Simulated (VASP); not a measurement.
# In2Te2O (P-3m1) in VASP: notebook

Runs on In2Te2O. Level: PBE. Tasks: relaxation of cell and atoms.

Everything below comes from runs of VASP 6.6.1. Logs are shortened: lines on timing, memory, paths and dates and some standing lists are left out, and cuts for length are marked.

## 1. The structure

The structure is trigonal, space group P-3m1 (No. 164). The conventional cell has a = 4.760 Å, b = 4.760 Å, c = 8.219 Å, α = 90.00°, β = 90.00°, γ = 120.00°. In (site symmetry 3m) is surrounded by 1 O at 1.98 Å. Around Te (site symmetry 3m) lie 3 In at 2.91 Å. O (site symmetry -3m) is surrounded by 2 In at 1.98 Å.

The cell was built by a generator and needn't be a form met in nature.

## 2. Relaxation of cell and atoms, PBE

Contents of INCAR:

```
PREC = Accurate
ENCUT = 520
EDIFF = 1E-6
ISMEAR = 0
SIGMA = 0.1
LREAL = False
LASPH = True
NELM = 120
ALGO = Normal
ISIF = 3
LWAVE = False
LCHARG = False
GGA = PE
IBRION = 2
NSW = 90
EDIFFG = -0.01
KPAR = 4
```

Contents of KPOINTS:

```
Automatic mesh
0
Gamma
  8 8 4
```

Contents of POSCAR:

```
In2Te2O
1.0
    4.7598783600      0.0000000000      0.0000000000
   -2.3799391800      4.1221755800      0.0000000000
    0.0000000000      0.0000000000      8.2190000000
In Te O
2 2 1
Direct
    0.0000000000      0.0000000000      0.7593381200
    0.0000000000      0.0000000000      0.2406618800
    0.3333333300      0.6666666700      0.3586811000
    0.6666666700      0.3333333300      0.6413189000
    0.0000000000      0.0000000000      0.0000000000
```

Potentials or basis: VASP PAW PBE potentials, release 64 (In_d, Te, O).

Started as:

```bash
$ cat potpaw_PBE.64/In_d/POTCAR potpaw_PBE.64/Te/POTCAR potpaw_PBE.64/O/POTCAR > POTCAR
$ mpirun -np 4 vasp_std > vasp.out
```

OUTCAR:

```text
PREC = Accurate
   ENCUT = 520
   EDIFF = 1E-6
   ISMEAR = 0
   LREAL = False
   LASPH = True
   NELM = 120
   ISIF = 3
   GGA = PE
   IBRION = 2
   NSW = 90
   EDIFFG = -0.01

 ion  position               nearest neighbor table
   1  0.000  0.000  0.759-   5 1.98   4 2.91   4 2.91   4 2.91   2 3.96
   2  0.000  0.000  0.241-   5 1.98   3 2.91   3 2.91   3 2.91   1 3.96
   3  0.333  0.667  0.359-   2 2.91   2 2.91   2 2.91   4 3.60   4 3.60   4 3.60
   4  0.667  0.333  0.641-   1 2.91   1 2.91   1 2.91   3 3.60   3 3.60   3 3.60
   5  0.000  0.000  0.000-   1 1.98   2 1.98

  LATTYP: Found a hexagonal cell.
 ALAT       =     4.7598783600
 C/A-ratio  =     1.7267247981

  Lattice vectors:

 A1 = (   4.7598783600,   0.0000000000,   0.0000000000)
 A2 = (  -2.3799391800,   4.1221755800,   0.0000000000)
 A3 = (   0.0000000000,   0.0000000000,   8.2190000000)

Analysis of symmetry for initial positions (statically):
=====================================================================
 Subroutine PRICEL returns:
 Original cell was already a primitive cell.

 Routine SETGRP: Setting up the symmetry group for a
 hexagonal supercell.

 Subroutine GETGRP returns: Found 12 space group operations
 (whereof 12 operations were pure point group operations)
 out of a pool of 24 trial point group operations.

The static configuration has the point symmetry D_3d.

Analysis of symmetry for dynamics (positions and initial velocities):
=====================================================================
 Subroutine PRICEL returns:
 Original cell was already a primitive cell.

 Routine SETGRP: Setting up the symmetry group for a
 hexagonal supercell.

 Subroutine GETGRP returns: Found 12 space group operations
 (whereof 12 operations were pure point group operations)
 out of a pool of 24 trial point group operations.

The dynamic configuration has the point symmetry D_3d.

 Subroutine INISYM returns: Found 12 space group operations
 (whereof 12 operations are pure point group operations),
 and found     1 'primitive' translations

----------------------------------------------------------------------------------------

                                     Primitive cell

  volume of cell :     161.2654

  direct lattice vectors                    reciprocal lattice vectors
     4.759878360  0.000000000  0.000000000     0.210089402  0.121295173  0.000000000
    -2.379939180  4.122175580  0.000000000     0.000000000  0.242590346  0.000000000
     0.000000000  0.000000000  8.219000000     0.000000000  0.000000000  0.121669303

  length of vectors
     4.759878360  4.759878361  8.219000000     0.242590346  0.242590346  0.121669303

  position of ions in fractional coordinates (direct lattice)
     0.000000000  0.000000000  0.759338120
     0.000000000  0.000000000  0.240661880
     0.333333330  0.666666670  0.358681100
     0.666666670  0.333333330  0.641318900
     0.000000000  0.000000000  0.000000000

  ion indices of the primitive-cell ions
   primitive index   ion index
                 1           1
                 2           2
                 3           3
                 4           4
                 5           5

----------------------------------------------------------------------------------------

 KPOINTS: Automatic mesh

Automatic generation of k-mesh.
 Grid dimensions read from file:
 generate k-points for:    8    8    4

 Generating k-lattice:

  Cartesian coordinates                     Fractional coordinates (reciprocal lattice)
     0.026261175  0.015161897  0.000000000     0.125000000 -0.000000000  0.000000000
     0.000000000  0.030323793  0.000000000     0.000000000  0.125000000  0.000000000
     0.000000000  0.000000000  0.030417326     0.000000000  0.000000000  0.250000000

  Length of vectors
     0.030323793  0.030323793  0.030417326

  Shift w.r.t. Gamma in fractional coordinates (k-lattice)
     0.000000000  0.000000000  0.000000000

 Subroutine IBZKPT returns following result:
 ===========================================

 Found     35 irreducible k-points:

 Following reciprocal coordinates:
            Coordinates               Weight
  0.000000  0.000000  0.000000      1.000000
  0.125000 -0.000000  0.000000      6.000000
  0.250000 -0.000000  0.000000      6.000000
  0.375000 -0.000000  0.000000      6.000000
  0.500000 -0.000000  0.000000      3.000000
  0.125000  0.125000  0.000000      6.000000
[... 16 lines left out ...]
 -0.125000  0.500000  0.250000     12.000000
  0.250000  0.250000  0.250000     12.000000
 [... further k-points ...]
   k-points           NKPTS =     35   k-points in BZ     NKDIM =     35   number of bands    NBANDS=     26
   number of dos      NEDOS =    301   number of ions     NIONS =      5
   total plane-waves  NPLWV =  82944
   dimension x,y,z NGX =    36 NGY =   36 NGZ =   64
   dimension x,y,z NGXF=    72 NGYF=   72 NGZF=  128
   ions per type =               2   2   1
   NGX,Y,Z   is equivalent  to a cutoff of  12.57, 12.57, 12.95 a.u.
   NGXF,Y,Z  is equivalent  to a cutoff of  25.15, 25.15, 25.89 a.u.
 SYSTEM =  unknown system
   PREC   = accura    normal or accurate (medium, high low for compatibility)
   ISTART =      0    job   : 0-new  1-cont  2-samecut
   ICHARG =      2    charge: 1-file 2-atom 10-const
   ISPIN  =      1    spin polarized calculation?
   LNONCOLLINEAR =      F non collinear calculations
   LSORBIT =      F    spin-orbit coupling
   LASPH  =      T    aspherical Exc in radial PAW
   ENCUT  =  520.0 eV  38.22 Ry    6.18 a.u.   8.85  8.85 15.28*2*pi/ulx,y,z
   NELM   =    120;   NELMIN=  2; NELMDL= -5     # of ELM steps
   EDIFF  = 0.1E-05   stopping-criterion for ELM
   LREAL  =      F    real-space projection
   EDIFFG = -.1E-01   stopping-criterion for IOM
   NSW    =     90    number of steps for IOM
   IBRION =      2    ionic relax: 0-MD 1-quasi-New 2-CG
   NFREE  =      1    steps in history (QN), initial steepest desc. (CG)
   ISIF   =      3    stress and relaxation
   ISYM   =      2    0-nonsym 1-usesym 2-fastsym
   POTIM  = 0.5000    time-step for ionic-motion
   TEBEG  =    0.0;   TEEND  =   0.0 temperature during run
   PSTRESS=    0.0 pullay stress
   NELECT =      44.0000    total number of electrons
   NUPDOWN=      -1.0000    fix difference up-down
   EMIN   =  10.00;   EMAX   =-10.00  energy-range for DOS
   EFERMI =   0.00;   METHOD = LEGACY
   ISMEAR =     0;   SIGMA  =   0.10  broadening in eV -4-tet -1-fermi 0-gaus
   EFERMI_NEDOS =   21; number of points for ismear=-14 and -15
   IALGO  =     38    algorithm
   IMIX   =      4    mixing-type and parameters
     AMIX     =   0.40;   BMIX     =  1.00
     AMIX_MAG =   1.60;   BMIX_MAG =  1.00
  volume/ion in A,a.u.               =      32.25       217.65
  Fermi-wavevector in a.u.,A,eV,Ry     =   1.061806  2.006523 15.339651  1.127433
  Thomas-Fermi vector in A             =   2.197235
   LORBIT       =      0    0 simple, 1 ext, 2 COOP (PROOUT), +10 PAW based schemes
   GGA     = PE    functional components
   LHFCALC =     F    Hartree Fock is set to
   AEXX    =    0.0000 exact exchange contribution
   IVDW    =     0    specifies the selected vdW correction
   LEPSILON=     F    determine dielectric tensor
   LRPA    =     F    only Hartree local field effects (RPA)
 conjugate gradient relaxation of ions
 non-spin polarized calculation
 Gauss-broadening in eV      SIGMA  =   0.10
  energy-cutoff  :      520.00
  volume of cell :      161.27
 maximum number of plane-waves:      4369
 NGX is ok and might be reduce to    36
   NGX = 17   NGY = 17   NGZ = 31

--------------------------------------- Ionic step        1  -------------------------------------------

 number of electron      43.9999985 magnetization

 Free energy of the ion-electron system (eV)
  ---------------------------------------------------
  ext. energy  EPLUGINS =         0.00000000
  ---------------------------------------------------
  free energy    TOTEN  =       -18.73618252 eV

  energy without entropy =      -18.73223546  energy(sigma->0) =      -18.73420899

------------------------ aborting loop because EDIFF is reached ----------------------------------------

  FORCE on cell =-STRESS in cart. coord.  units (eV):
  Direction    XX          YY          ZZ          XY          YZ          ZX
  --------------------------------------------------------------------------------------
  -------------------------------------------------------------------------------------
  Total       -0.7618089     -0.7618089      2.5481706      0.0000000      0.0000000      0.0000000
  in kB       -7.5685961     -7.5685961     25.3161561      0.0000000      0.0000000      0.0000000
  external PRESSURE =       3.3929880 kB  Pullay stress =       0.0000000 kB
[... 98 lines left out ...]
  FREE ENERGIE OF THE ION-ELECTRON SYSTEM (eV)
  ---------------------------------------------------
  free  energy   TOTEN  =       -18.8400246119 eV

  energy  without entropy=      -18.8365046886  energy(sigma->0) =      -18.83826465

[... ionic steps 4 to 24 ...]

--------------------------------------- Ionic step       25  -------------------------------------------

 number of electron      44.0000022 magnetization

------------------------ aborting loop because EDIFF is reached ----------------------------------------

  FORCE on cell =-STRESS in cart. coord.  units (eV):
  Direction    XX          YY          ZZ          XY          YZ          ZX
  --------------------------------------------------------------------------------------
  -------------------------------------------------------------------------------------
  Total        0.0149094      0.0149094      0.2298208     -0.0000000      0.0000000      0.0000000
  in kB        0.1401381      0.1401381      2.1601515     -0.0000000      0.0000000      0.0000000
  external PRESSURE =       0.8134759 kB  Pullay stress =       0.0000000 kB
[... 63 lines left out ...]
  energy  without entropy=      -19.1990874359  energy(sigma->0) =      -19.19908744

--------------------------------------- Ionic step       27  -------------------------------------------

 number of electron      44.0000021 magnetization

 Free energy of the ion-electron system (eV)
  ---------------------------------------------------
  ext. energy  EPLUGINS =         0.00000000
  ---------------------------------------------------
  free energy    TOTEN  =       -19.19912542 eV

  energy without entropy =      -19.19912542  energy(sigma->0) =      -19.19912542

 E-fermi :   2.8569     XC(G=0):  -7.9812

 val. band max:        2.4403930152   @ k =   0.0000   0.0000   0.0000
 cond. band min:       3.3870378804   @ k =   0.0000   0.0000   0.0000
 fundamental gap:      0.9466448652
 Fermi energy:         2.8569428759

 k-point     1 :       0.0000    0.0000    0.0000
  band No.  band energies     occupation
      1     -14.4899      2.00000
      2     -11.3714      2.00000
      3     -11.2263      2.00000
      4     -11.2263      2.00000
      5     -11.2258      2.00000
      6     -11.2258      2.00000
[... 685 lines left out ...]
     25       7.0130      0.00000
     26       7.2574      0.00000

 [... further k-points ...]

------------------------ aborting loop because EDIFF is reached ----------------------------------------

  FORCE on cell =-STRESS in cart. coord.  units (eV):
  Direction    XX          YY          ZZ          XY          YZ          ZX
  --------------------------------------------------------------------------------------
  -------------------------------------------------------------------------------------
  Total       -0.0174262     -0.0174262     -0.0334327      0.0000000      0.0000000     -0.0000000
  in kB       -0.1634196     -0.1634196     -0.3135254      0.0000000      0.0000000     -0.0000000
  external PRESSURE =      -0.2134548 kB  Pullay stress =       0.0000000 kB
[... 20 lines left out ...]
  FREE ENERGIE OF THE ION-ELECTRON SYSTEM (eV)
  ---------------------------------------------------
  free  energy   TOTEN  =       -19.1991254219 eV

  energy  without entropy=      -19.1991254219  energy(sigma->0) =      -19.19912542

 reached required accuracy - stopping structural energy minimisation
```

Run time: 12 min. Hardware: 4 MPI ranks of Intel Xeon Platinum 8488C (Sapphire Rapids), shared host; peak memory 0.37 GiB.

Results:

| Quantity | Value |
| --- | --- |
| Free energy | -19.1991 eV |
| Relaxed volume | 34.17 Å³/atom |
| Relaxed cell | a = 4.449 Å, b = 4.449 Å, c = 9.965 Å, α = 90.00°, β = 90.00°, γ = 120.00° |
| Space group after relaxing (to 0.05 Å) | P-3m1 (No. 164) |
| Energy gained by relaxing | 92.6 meV/atom |
| Ionic steps | 27 |
| Pressure after relaxing | 0.0 GPa |
| Largest force after relaxing | 0.007 eV/Å |
| Band gap on the k mesh | 0.95 eV, direct |

Forces on the atoms (eV/Å):
```
In   0.000  0.000  0.001
In   0.000  0.000 -0.001
Te   0.000  0.000  0.007
Te   0.000  0.000 -0.007
O    0.000  0.000  0.000
```

The path:
```csv
step,energy change (eV),largest force (eV/Å),pressure (GPa),volume (Å³)
1,0.0000,0.4090,0.34,161.27
2,-0.0709,0.8571,-0.45,162.81
3,-0.1038,1.2880,-1.27,164.53
4,-0.1362,1.1907,-1.17,164.20
5,-0.2180,0.8538,-0.91,163.18
6,-0.2873,0.5973,-0.29,160.91
7,-0.2875,0.5738,-0.33,161.06
8,-0.3006,0.5311,-0.10,160.37
9,-0.3292,0.3934,0.67,158.31
10,-0.3300,0.1222,2.48,154.21
11,-0.3397,0.2394,1.54,156.25
12,-0.3493,0.2132,1.42,156.63
13,-0.3714,0.2596,1.09,157.74
14,-0.3878,0.7405,0.58,159.95
15,-0.4063,0.6368,0.41,161.32
16,-0.4436,0.3164,0.03,165.46
17,-0.4458,0.3884,-0.46,173.93
18,-0.4563,0.0592,-0.23,169.85
19,-0.4563,0.0576,-0.23,169.65
20,-0.4583,0.0381,-0.17,169.75
21,-0.4617,0.0530,-0.05,170.02
22,-0.4590,0.1829,0.24,170.51
23,-0.4622,0.0853,0.03,170.16
24,-0.4627,0.0280,0.08,170.40
25,-0.4628,0.0242,0.08,170.46
26,-0.4629,0.0105,-0.06,171.02
27,-0.4629,0.0067,-0.02,170.85
```

Final structure:
```
In Te O
1.0
     4.44948    0.00000    0.00000
    -2.22474    3.85336    0.00000
     0.00000    0.00000    9.96460
In Te O
2 2 1
Direct
  0.00000 0.00000 0.80218
  0.00000 0.00000 0.19782
  0.33333 0.66667 0.32651
  0.66667 0.33333 0.67349
  0.00000 0.00000 0.00000
```

Levels at points of the mesh, in eV from the valence-band top:
```csv
k point,band 20,band 21,band 22,band 23,band 24,band 25
"(0.00, 0.00, 0.00)",-0.40,0.00,0.00,0.95,2.07,4.08
"(0.50, 0.00, 0.00)",-1.14,-0.45,-0.43,2.09,2.35,3.21
"(0.00, 0.00, 0.50)",-0.28,-0.11,-0.11,1.46,1.94,4.25
"(0.50, 0.00, 0.50)",-1.32,-0.30,-0.30,1.56,2.69,3.87
```

Caveat: spin-orbit coupling is left out, which moves the levels of the heavy elements; this functional lacks dispersion, which binds the layers, so the pressure and a relaxed spacing across them are unreliable.

[end of part 1 of 2]
